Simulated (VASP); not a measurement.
Data:

```
CELL_PARAMETERS angstrom
      4.58792     0.00000     0.00000
      0.00000     4.53787     0.00000
      0.00000     0.00000     4.53051
ATOMIC_POSITIONS crystal
  Cs 0.00000 0.00000 0.00000
  I  0.51550 0.50000 0.50000
```

All values below come from PBE GGA with spin-orbit coupling, VASP's PBE PAW potentials (set 64) (plane waves; VASP). Run with 400 eV cut-off, 5×5×5 Γ-centred mesh, Gaussian smearing of 0.050 eV, potentials Cs_sv I.

### Question
Give the force on each atom (eV/Å).

### Answer

| atom | Fx | Fy | Fz |
|---|---|---|---|
| Cs1 | 0.060 | 0.000 | 0.000 |
| I2 | -0.060 | 0.000 | 0.000 |

### Question
Give the stress tensor in GPa (positive for a compressed cell).

### Answer

```
0.80  0.00  0.00
0.00  1.01  0.00
0.00  0.00  1.04
```
The pressure is its mean diagonal, 0.95 GPa.

The compound is CsI in the CsCl type structure. The cell was not relaxed at this level, atoms are displaced from their ideal sites. The run is one of a series of settings (GGA_COMPAT = .FALSE., LSORBIT = .TRUE., MAGMOM = 0 0 0 0 0 0, program vasp_ncl against the base run), some of them coarse on purpose.
